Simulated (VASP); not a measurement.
Wanted: the native input for a VASP 6.6.1 run.

```
Task                   : relaxation of cell and atoms
Functional             : PBE
Potentials or basis    : VASP PAW PBE potentials, release 64 (Be, Zn, Te)
Cutoff                 : 520 eV
k mesh                 : 3 × 3 × 2
Occupations            : gaussian, width 0.15 eV
Spin                   : no spin polarisation
Further INCAR settings : PREC = Normal; LREAL = Auto; ALGO = Fast; EDIFF = 0.0001; IBRION = 2; EDIFFG = -0.08; NSW = 24; ISIF = 3
```

The structure of BeZn2Te3 lies in POSCAR:

```
BeZn2Te3
1.0
    6.2550000000     -3.6100000000      0.0000000000
    6.2550000000      3.6100000000      0.0000000000
    0.0000000000      0.0000000000      6.8100000000
Be Zn Te
2 4 6
Direct
    0.1666700000      0.8333300000      0.5000000000
    0.8333300000      0.1666700000      0.0000000000
    0.5000000000      0.1666600000      0.5000000000
    0.8333400000      0.5000000000      0.5000000000
    0.1666600000      0.5000000000      0.0000000000
    0.5000000000      0.8333400000      0.0000000000
    0.8333300000      0.1666700000      0.3750000000
    0.1666600000      0.5000000000      0.3750000000
    0.5000000000      0.8333400000      0.3750000000
    0.1666700000      0.8333300000      0.8750000000
    0.5000000000      0.1666600000      0.8750000000
    0.8333400000      0.5000000000      0.8750000000
```

The cell was built by a generator and needn't be a form met in nature.

These files were run (other wordings do the same):

INCAR

```
SYSTEM = BeZn2Te3
PREC     = Normal         ! precision mode
ENCUT    = 520            ! plane-wave cutoff, eV
EDIFF    = 1E-4           ! SCF threshold, eV
ISMEAR   = 0              ! smearing method
SIGMA    = 0.15           ! smearing width, eV
LREAL    = Auto         
LASPH    = .True.         ! aspherical terms in the spheres
NELM     = 60             ! most SCF steps
ALGO     = Fast           ! electronic algorithm
ISIF     = 3              ! what is computed and relaxed
LWAVE    = .False.        ! write WAVECAR
LCHARG   = .False.        ! write CHGCAR
GGA      = PE             ! functional
IBRION   = 2              ! ionic algorithm
NSW      = 24             ! ionic steps
EDIFFG   = -0.08          ! ionic threshold
```

KPOINTS

```
Automatic mesh
0
Gamma
  3 3 2
  0 0 0
```

Potentials or basis: VASP PAW PBE potentials, release 64 (Be, Zn, Te).

Command:

```console
$ cat potpaw_PBE.64/Be/POTCAR potpaw_PBE.64/Zn/POTCAR potpaw_PBE.64/Te/POTCAR > POTCAR
$ mpirun -np 1 vasp_std > vasp.out
```

It gave:

```json
{
 "Relaxed volume": "27.08 Å³/atom",
 "Relaxed cell": "a = 7.332 Å, b = 7.332 Å, c = 6.973 Å, α = 90.00°, β = 90.00°, γ = 60.12°",
 "Space group after relaxing (to 0.05 Å)": "Cmc2_1 (No. 36)",
 "Energy gained by relaxing": "71.1 meV/atom",
 "Ionic steps": "16",
 "Pressure after relaxing": "0.3 GPa",
 "Largest force after relaxing": "0.040 eV/Å",
 "Band gap on the k mesh": "1.73 eV, direct"
}
```

Caveat: the k mesh is coarse (spacing up to 0.46 Å⁻¹), so the values aren't converged; spin-orbit coupling is left out, which moves the levels of the heavy elements; an odd mesh through Γ misses points on the zone boundary, where band edges often lie; the relaxation stopped at a loose force limit of 0.08 eV/Å, so its end isn't a converged minimum.

Run time: 11 min on 1 thread of Intel(R) Xeon(R) Platinum 8259CL CPU @ 2.50GHz (Skylake/Cascade Lake), with other jobs on the host, peak memory 0.3 GiB.
